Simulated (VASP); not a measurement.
# SnTe in VASP: how settings move the PBEsol relaxation

Aim: see what changed inputs do to the PBEsol relaxation of SnTe in the rocksalt structure.

Program: VASP 6.6.1. PAW datasets, plane waves. Computed at 0 K without zero-point motion; spin polarisation is off (in the reference).

**1. Starting point**

The cell comes from an earlier relaxation with PBE in another program. Some of the altered inputs switch spin polarisation on.

The symmetry is Fm-3m (No. 225, cubic); conventional cell a = 6.411 Å, 32.93 Å³ an atom. Sn has 6 Te at 3.21 Å; Te has 6 Sn at 3.21 Å.

Structure file:

```cif
data_structure
_symmetry_space_group_name_H-M 'P 1'
_symmetry_Int_Tables_number 1
_cell_length_a 4.5330
_cell_length_b 4.5330
_cell_length_c 4.5330
_cell_angle_alpha 60.000
_cell_angle_beta 60.000
_cell_angle_gamma 60.000
_cell_volume 65.86
loop_
_atom_site_label
_atom_site_type_symbol
_atom_site_fract_x
_atom_site_fract_y
_atom_site_fract_z
_atom_site_occupancy
Sn1 Sn 0.00000 0.00000 0.00000 1
Te1 Te 0.50000 0.50000 0.50000 1
```

The PBEsol run on sound settings gave: energy (σ→0) -8.3412 eV, final volume 31.061 Å³/atom.

**2. Altered input 1**

The input, INCAR:

```
ENCUT = 600.000000
SIGMA = 0.020000
EDIFF = 1.00e-07
EDIFFG = -5.00e-03
GGA = PS
IBRION = 2
ISIF = 3
ISMEAR = -1
NBANDS = 17
NSW = 40
LASPH = .TRUE.
LCHARG = .FALSE.
LWAVE = .FALSE.
LREAL = .FALSE.
PREC = Low
NELM = 93
```

The input, KPOINTS:

```
KPOINTS created by Atomic Simulation Environment
0
Gamma
6 6 6
0 0 0
```

The input, POSCAR:

```
Sn Te
 1.0000000000000000
    -0.0000000000000000    3.2053449931371869    3.2053449931371869
     3.2053449931371869    0.0000000000000000    3.2053449931371869
     3.2053449931371869    3.2053449931371869   -0.0000000000000000
 Sn  Te
   1   1
Cartesian
  0.0000000000000000  0.0000000000000000  0.0000000000000000
  3.2053449931371869  3.2053449931371869  3.2053449931371869
```

The run uses the recommended PBE PAW datasets (20 valence electrons a neutral cell).

Run with:

```console
$ mpirun -np 1 vasp_std
```

**3. Altered input 2**

The input, INCAR:

```
ENCUT = 600.000000
SIGMA = 0.020000
EDIFF = 1.00e-07
EDIFFG = -5.00e-03
GGA = PS
PREC = Accurate
IBRION = 2
ISIF = 3
ISMEAR = -1
NBANDS = 17
NELM = 120
NSW = 40
LASPH = .TRUE.
LCHARG = .FALSE.
LWAVE = .FALSE.
LREAL = .FALSE.
IVDW = 11
ISPIN = 2
MAGMOM = 0.5 0.5
```

The input, KPOINTS:

```
KPOINTS created by Atomic Simulation Environment
0
Monkhorst-Pack
6 6 6
0 0 0
```

The input, POSCAR:

```
Sn Te
 1.0000000000000000
    -0.0000000000000000    3.2053449931371869    3.2053449931371869
     3.2053449931371869    0.0000000000000000    3.2053449931371869
     3.2053449931371869    3.2053449931371869   -0.0000000000000000
 Sn  Te
   1   1
Cartesian
  0.0000000000000000  0.0000000000000000  0.0000000000000000
  3.2053449931371869  3.2053449931371869  3.2053449931371869
```

**4. Altered input 3**

The input, INCAR:

```
ENCUT = 600.000000
SIGMA = 0.020000
EDIFF = 1.00e-07
EDIFFG = -5.00e-03
GGA = PS
PREC = Accurate
IBRION = 2
ISIF = 3
ISMEAR = -1
NBANDS = 17
LASPH = .TRUE.
LCHARG = .FALSE.
LWAVE = .FALSE.
LREAL = .FALSE.
NELM = 99
NSW = 1
```

The input, KPOINTS:

```
KPOINTS created by Atomic Simulation Environment
0
Gamma
6 6 6
0 0 0
```

The input, POSCAR:

```
Sn Te
 1.0000000000000000
    -0.0000000000000000    3.2053449931371869    3.2053449931371869
     3.2053449931371869    0.0000000000000000    3.2053449931371869
     3.2053449931371869    3.2053449931371869   -0.0000000000000000
 Sn  Te
   1   1
Cartesian
  0.0000000000000000  0.0000000000000000  0.0000000000000000
  3.2053449931371869  3.2053449931371869  3.2053449931371869
```

**Question.** What will these runs give? Wanted: for each run, changed; ending; energy change; volume; electronic steps; usable.

As calculated:

| run | changed | ending | energy change (meV/atom) | volume (Å³/atom) | electronic steps | time | usable |
| --- | --- | --- | --- | --- | --- | --- | --- |
| ref. | – | converged | 0 | 31.061 | – | – | yes |
| 1 | PREC = Low, NELM = 93 | converged | -0.4 | 31.076 | 33 | 15 s | yes |
| 2 | IVDW = 11, ISPIN = 2, MAGMOM = 0.5 0.5, shifted mesh | converged | – | 30.513 | 34 | 68 s | yes |
| 3 | NELM = 99, NSW = 1 | not converged | – | – | 15 | 10 s | no |

**Reading.** Of 3 altered inputs, 1 gave no result, 2 gave usable results. «PREC = Low, NELM = 93» moves the energy by -0.4 meV/atom.
